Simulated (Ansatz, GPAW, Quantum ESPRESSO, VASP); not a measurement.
## Zn (P6_3/mmc, 2 atoms in the cell) computed with different codes at matched settings

Self-consistent single point, at a second geometry (lattice scaled by 0.98). First geometry:

```xyz
2
Lattice="1.3300 -2.3036 0.0000 1.3300 2.3036 0.0000 0.0000 0.0000 4.9500" Properties=species:S:1:pos:R:3 pbc="T T T"
Zn     1.3300     0.7679     1.2375
Zn     1.3300    -0.7679     3.7125
```

Shared settings, as Ansatz (a quantum-chemistry and plane-wave program) writes them: kpoints.mp_grid.grid = 14 14 7; scf.occupations.method = fermi_dirac; scf.occupations.width = 0.05 eV. Potentials and cutoffs stand in the table.

```json
[
 {"code": "Ansatz", "model": "PBE, default PAW files", "ΔF from the first geometry (meV/atom)": "13.4", "pressure (GPa)": "5.07", "cutoff": "default"},
 {"code": "VASP", "model": "PBE, VASP's PBE PAW potentials (set 64)", "ΔF from the first geometry (meV/atom)": "15.3", "pressure (GPa)": "5.39", "cutoff": "300 eV"},
 {"code": "Quantum ESPRESSO", "model": "PBE, PSlibrary PAW (PBE) pseudopotentials", "ΔF from the first geometry (meV/atom)": "12.1", "pressure (GPa)": "2.87", "cutoff": "50 Ry"},
 {"code": "GPAW", "model": "PBE, GPAW PAW datasets PBE (gpaw-data 1.0.1)", "ΔF from the first geometry (meV/atom)": "11.9", "pressure (GPa)": "4.92", "cutoff": "800 eV"}
]
```

For Quantum ESPRESSO (by 2.0 GPa) the energy change implies a higher mean pressure, against the two pressures, than for the other programs: a sign of finite-basis (Pulay) stress.

The spread over the programs that give each value: ΔF from the first geometry within 3.4 meV/atom; pressure within 2.52 GPa.

Ansatz's pressure is given at a fixed set of plane waves, as the other plane-wave codes print theirs; with its correction for the finite basis it is 5.19 GPa. In the pressure, Quantum ESPRESSO (by 2.13) lies more than 1 GPa from the median of the plane-wave programs.

VASP's run is marked for a possible Pulay error in its stress at this cutoff; no cutoff test was made.

The starting cell has typed, rounded lattice constants, without a prior relaxation at this level. For this run, on top of that: lattice scaled by 0.98.

Left out of this page: ABINIT and FLEUR (with a known weakness of the program); Elk and SIESTA (not drawn, or without a comparable value).

Keys are those of Ansatz 0.2.
